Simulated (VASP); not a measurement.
```xyz
3
Lattice="3.0648 0.0000 0.0000 -1.5324 2.6542 0.0000 0.0000 0.0000 4.6773" Properties=species:S:1:pos:R:3 pbc="T T T"
C      0.0000     0.0000     0.0000
W      0.0000     1.7695     1.1868
W      1.5324     0.8847     3.4904
```

The numbers are results of PBE GGA, VASP's PBE PAW potentials (set 64) (plane waves; VASP), not measurements. Numerical set-up: 500 eV cut-off, Gaussian smearing of 0.050 eV, potentials C W_sv.

### Question
Give the energies of bands 10 to 19 at the high-symmetry points, in eV from the Fermi level.

### Answer

```json
[
 {"band": "10", "Γ": "-8.44", "M": "-8.41", "K": "-6.96", "A": "-9.20", "L": "-8.42", "H": "-7.40"},
 {"band": "11", "Γ": "-5.43", "M": "-5.83", "K": "-6.96", "A": "-5.75", "L": "-6.16", "H": "-7.40"},
 {"band": "12", "Γ": "-5.43", "M": "-5.79", "K": "-5.34", "A": "-5.75", "L": "-5.29", "H": "-5.74"},
 {"band": "13", "Γ": "-3.99", "M": "-5.46", "K": "-4.29", "A": "-3.28", "L": "-4.13", "H": "-3.09"},
 {"band": "14", "Γ": "-1.50", "M": "-3.44", "K": "-3.55", "A": "-2.82", "L": "-2.65", "H": "-2.77"},
 {"band": "15", "Γ": "-1.37", "M": "-1.77", "K": "-3.55", "A": "-2.31", "L": "-2.47", "H": "-2.77"},
 {"band": "16", "Γ": "-1.37", "M": "1.39", "K": "0.92", "A": "-2.31", "L": "-0.48", "H": "-0.45"},
 {"band": "17", "Γ": "-1.07", "M": "2.23", "K": "0.92", "A": "1.03", "L": "0.24", "H": "0.52"},
 {"band": "18", "Γ": "-1.07", "M": "2.58", "K": "2.23", "A": "1.03", "L": "2.03", "H": "0.52"},
 {"band": "19", "Γ": "0.55", "M": "3.05", "K": "2.27", "A": "1.63", "L": "2.58", "H": "3.37"}
]
```

It has no gap at this level: it comes out as a metal or semimetal.

The structure was generated: W2C was put into the CdI2 type (P-3m1), which need not be its known phase. It was relaxed first, which changed the volume by -11 %.
